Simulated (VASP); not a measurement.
Data:

```yaml
crystal:
  lattice:
    - [1.57081, -2.72072, 0.00000]
    - [1.57081, 2.72072, 0.00000]
    - [0.00000, 0.00000, 3.49969]
  atoms:
    - { symbol: Hf, position: [0.00000, 0.00000, 0.00000] }
    - { symbol: B, position: [0.33333, 0.66667, 0.50000] }
    - { symbol: B, position: [0.66667, 0.33333, 0.50000] }
```

Level of theory: PW91 GGA, VASP's PBE PAW potentials (set 64) (plane waves; VASP 6.6.1). Run with 520 eV cut-off, Gaussian smearing of 0.050 eV, potentials Hf_pv B.

Question: Give the energies of bands 5 to 11 at the high-symmetry points, in eV from the Fermi level.

Answer: 
| band | Γ | M | K | A | L | H |
|---|---|---|---|---|---|---|
| 5 | -3.19 | -9.22 | -8.45 | -8.49 | -7.69 | -9.30 |
| 6 | -3.06 | -4.34 | -7.88 | -1.39 | -5.12 | -5.67 |
| 7 | -3.06 | -3.61 | -2.81 | -1.39 | -4.86 | -3.31 |
| 8 | -3.00 | -3.03 | -2.81 | 0.17 | -2.82 | -3.31 |
| 9 | 3.77 | 1.88 | 1.50 | 0.17 | 3.82 | 4.17 |
| 10 | 3.77 | 2.48 | 1.50 | 0.78 | 3.83 | 5.21 |
| 11 | 4.35 | 5.29 | 3.25 | 0.78 | 5.99 | 6.61 |

It has no gap at this level: it comes out as a metal or semimetal.

The compound is HfB2 in the AlB2 type structure. It was relaxed first.
